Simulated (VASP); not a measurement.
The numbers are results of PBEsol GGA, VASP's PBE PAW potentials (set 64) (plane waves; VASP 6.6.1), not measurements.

Input for VASP

**INCAR**
```
ALGO = Normal
EDIFF = 1E-6
EDIFFG = -0.02
ENCUT = 400
GGA = PS
IBRION = 2
ISIF = 3
ISMEAR = 0
LASPH = .True.
LCHARG = .False.
LMAXMIX = 4
LREAL = .False.
LWAVE = .False.
NELM = 100
NSW = 60
PREC = Accurate
SIGMA = 0.05
SYSTEM = Al3InSb4
```

KPOINTS:
```
Automatic mesh
0
Gamma
6 6 2
0 0 0
```

POSCAR:
```
Al3InSb4
1
   -0.0000000000     3.1301540646     3.1301540646
    3.1301540646    -0.0000000000     3.1301540646
   12.4898864204    12.4898864204     0.0307298381
In Sb Al
1 4 3
Direct
  0.0019471290   0.0019471290   0.9985396532
  0.2376497192   0.2376497192   0.0717627106
  0.2468882696   0.2468882696   0.3148337978
  0.2537446358   0.2537446358   0.5596915232
  0.2622076203   0.2622076203   0.8033442848
  0.9915215744   0.9915215744   0.2563588192
  0.9997719439   0.9997719439   0.5001710421
  0.0062691077   0.0062691077   0.7452981692
```

POTCAR, in this order: In_d Sb Al (PBE.64 set). Program: vasp_std.

What VASP printed:

File OSZICAR:
```
       N       E                     dE             d eps       ncg     rms          rms(c)
DAV:   1     0.221152782738E+03    0.22115E+03   -0.13281E+04  1144   0.109E+03
DAV:   2    -0.110180912738E+02   -0.23217E+03   -0.22742E+03  1266   0.259E+02
DAV:   3    -0.339802460973E+02   -0.22962E+02   -0.22015E+02  1480   0.881E+01
DAV:   4    -0.346869502237E+02   -0.70670E+00   -0.70481E+00  1438   0.179E+01
DAV:   5    -0.347144583701E+02   -0.27508E-01   -0.27503E-01  1768   0.355E+00    0.713E+00
DAV:   6    -0.343038815834E+02    0.41058E+00   -0.58596E-01  1540   0.703E+00    0.434E+00
DAV:   7    -0.341845556821E+02    0.11933E+00   -0.49133E-01  1458   0.397E+00    0.854E-01
DAV:   8    -0.341800416492E+02    0.45140E-02   -0.39614E-02  1548   0.174E+00    0.589E-01
DAV:   9    -0.341809697688E+02   -0.92812E-03   -0.60864E-03  1270   0.353E-01    0.839E-02
DAV:  10    -0.341810193963E+02   -0.49627E-04   -0.33927E-04  1580   0.145E-01    0.578E-02
DAV:  11    -0.341810994205E+02   -0.80024E-04   -0.84415E-05  1268   0.478E-02    0.194E-02
DAV:  12    -0.341811129750E+02   -0.13554E-04   -0.16590E-05  1472   0.275E-02    0.116E-02
DAV:  13    -0.341811140451E+02   -0.10701E-05   -0.20670E-06  1032   0.108E-02    0.397E-03
DAV:  14    -0.341811140946E+02   -0.49490E-07   -0.38751E-07   726   0.434E-03
   1 F= -.34181114E+02 E0= -.34181114E+02  d E =-.341811E+02
       N       E                     dE             d eps       ncg     rms          rms(c)
DAV:   1    -0.341818878988E+02   -0.77385E-03   -0.16363E-02  1406   0.103E+00    0.110E-01
DAV:   2    -0.341815730563E+02    0.31484E-03   -0.96294E-04  1550   0.332E-01    0.550E-02
DAV:   3    -0.341814586641E+02    0.11439E-03   -0.27917E-04  1660   0.165E-01    0.187E-02
DAV:   4    -0.341814525489E+02    0.61152E-05   -0.39010E-05  1570   0.385E-02    0.149E-02
DAV:   5    -0.341814507415E+02    0.18074E-05   -0.19457E-06   950   0.127E-02    0.586E-03
DAV:   6    -0.341814499506E+02    0.79090E-06   -0.98859E-07   694   0.860E-03
   2 F= -.34181450E+02 E0= -.34181450E+02  d E =-.335856E-03
       N       E                     dE             d eps       ncg     rms          rms(c)
DAV:   1    -0.341817845159E+02   -0.33377E-03   -0.10360E-02  1396   0.823E-01    0.876E-02
DAV:   2    -0.341815849306E+02    0.19959E-03   -0.61036E-04  1550   0.265E-01    0.436E-02
DAV:   3    -0.341815123056E+02    0.72625E-04   -0.17755E-04  1650   0.132E-01    0.150E-02
DAV:   4    -0.341815082702E+02    0.40354E-05   -0.24735E-05  1568   0.306E-02    0.122E-02
DAV:   5    -0.341815070374E+02    0.12327E-05   -0.11993E-06   836   0.101E-02    0.485E-03
DAV:   6    -0.341815064227E+02    0.61472E-06   -0.69306E-07   674   0.723E-03
   3 F= -.34181506E+02 E0= -.34181506E+02  d E =-.392328E-03
       N       E                     dE             d eps       ncg     rms          rms(c)
DAV:   1    -0.341818358189E+02   -0.32878E-03   -0.83478E-03  1234   0.844E-01    0.778E-02
DAV:   2    -0.341817059547E+02    0.12986E-03   -0.53854E-04  1712   0.252E-01    0.339E-02
DAV:   3    -0.341816724691E+02    0.33486E-04   -0.97132E-05  1640   0.103E-01    0.141E-02
DAV:   4    -0.341816717097E+02    0.75944E-06   -0.57508E-06  1350   0.163E-02
   4 F= -.34181672E+02 E0= -.34181672E+02  d E =-.165287E-03
```

File OUTCAR:
```
------------------------ aborting loop because EDIFF is reached ----------------------------------------
  FORCE on cell =-STRESS in cart. coord.  units (eV):
  Direction    XX          YY          ZZ          XY          YZ          ZX
  --------------------------------------------------------------------------------------
  Total       -0.0200148     -0.0200148     -0.0200148     -0.0034400      0.0034400      0.0034400
  in kB       -0.1310501     -0.1310501     -0.1310501     -0.0225241      0.0225241      0.0225241
  external PRESSURE =      -0.1310501 kB  Pullay stress =       0.0000000 kB
  volume of cell :      244.70
      direct lattice vectors                 reciprocal lattice vectors
     0.000000000  3.128055770  3.128055770    -0.159879084  0.159808311  0.159879084
     3.128055770  0.000000000  3.128055770     0.159808311 -0.159879084  0.159879084
    12.506686831 12.506686831  0.005536247     0.039987464  0.039987464 -0.039987464
 POSITION                                       TOTAL-FORCE (eV/Angst)
 -----------------------------------------------------------------------------------
     12.49505     12.49505      0.01717        -0.001938     -0.001938      0.001938
      1.64124      1.64124      1.48682        -0.002623     -0.002623      0.002623
      4.71150      4.71150      1.54461         0.003370      0.003370     -0.003370
      7.79367      7.79367      1.59049         0.003058      0.003058     -0.003058
     10.87046     10.87046      1.64176         0.003096      0.003096     -0.003096
      6.30380      6.30380      6.20842         0.001048      0.001048     -0.001048
      9.38393      9.38393      6.25634        -0.007474     -0.007474      0.007474
      9.33793      9.33793      0.04624         0.001463      0.001463     -0.001463
 -----------------------------------------------------------------------------------
    total drift:                               -0.001408     -0.001408      0.001408
  FREE ENERGIE OF THE ION-ELECTRON SYSTEM (eV)
  ---------------------------------------------------
  free  energy   TOTEN  =       -34.1816717097 eV

  energy  without entropy=      -34.1816717097  energy(sigma->0) =      -34.18167171

 reached required accuracy - stopping structural energy minimisation
```
(Selected blocks of OUTCAR.)

### CONTCAR
```
Al3InSb4
   1.00000000000000
     0.0000000000000295    3.1280557695276374    3.1280557695275784
     3.1280557695276374    0.0000000000000295    3.1280557695275784
    12.5066868313152533   12.5066868313152533    0.0055362468953472
  In              Sb              Al
     1     4     3
Direct
     0.0018616114160050    0.0018616114160050    0.9986037913879955
     0.2375953259236512    0.2375953259236512    0.0718035055572598
     0.2466172450026292    0.2466172450026292    0.3150370662480263
     0.2537352183226503    0.2537352183226503    0.5596985863080114
     0.2617144544942129    0.2617144544942129    0.8037141591543409
     0.9921504347103300    0.9921504347103300    0.2558871739672524
     0.9995944795951469    0.9995944795951469    0.5003041403286401
     0.0067312304353727    0.0067312304353727    0.7449515771484682
```

OUTCAR:
```
 val. band max:        4.8228297871   @ k =   0.0000   0.0000   0.0000

 cond. band min:       5.5985111371   @ k =   0.0000   0.0000   0.0000


 Fermi energy:         5.0622180436

 k-point     1 :       0.0000    0.0000    0.0000
  band No.  band energies     occupation
      1      -9.6342      2.00000
      2      -9.6076      2.00000
      3      -9.6076      2.00000
      4      -9.5228      2.00000
      5      -9.5228      2.00000
      6      -6.0223      2.00000
      7      -5.4973      2.00000
      8      -5.4700      2.00000
      9      -4.6567      2.00000
     10      -0.8126      2.00000
     11       1.1496      2.00000
     12       1.3690      2.00000
     13       3.6186      2.00000
     14       3.6186      2.00000
     15       3.9307      2.00000
     16       3.9307      2.00000
     17       4.1730      2.00000
     18       4.1730      2.00000
     19       4.6159      2.00000
     20       4.8228      2.00000
     21       4.8228      2.00000
     22       5.5985      0.00000
     23       5.6369      0.00000
     24       5.9765      0.00000
     25       6.2708      0.00000
     26       7.6408      0.00000

 k-point     2 :       0.1667    0.0000    0.0000
  band No.  band energies     occupation
      1      -9.6438      2.00000
      2      -9.6060      2.00000
      3      -9.6005      2.00000
      4      -9.5265      2.00000
      5      -9.5217      2.00000
      6      -5.7747      2.00000
      7      -5.4708      2.00000
      8      -5.0584      2.00000
      9      -4.5493      2.00000
     10      -0.6038      2.00000
     11       0.4774      2.00000
     12       1.6920      2.00000
     13       2.3464      2.00000
     14       2.3811      2.00000
     15       2.6754      2.00000
     16       3.2105      2.00000
     17       3.5081      2.00000
     18       3.5469      2.00000
     19       3.9426      2.00000
     20       4.3459      2.00000
     21       4.4790      2.00000
     22       6.2555      0.00000
...
```

Unless said otherwise, spin-orbit coupling is left out, though it shifts the bands of the heavy elements here.

The structure was generated: Al3InSb4 was put into an ordered model structure (R3m), which need not be its known phase. This run relaxes it. Symmetry was kept, so distortions that lower it aren't found. The start is the result of an earlier pass.
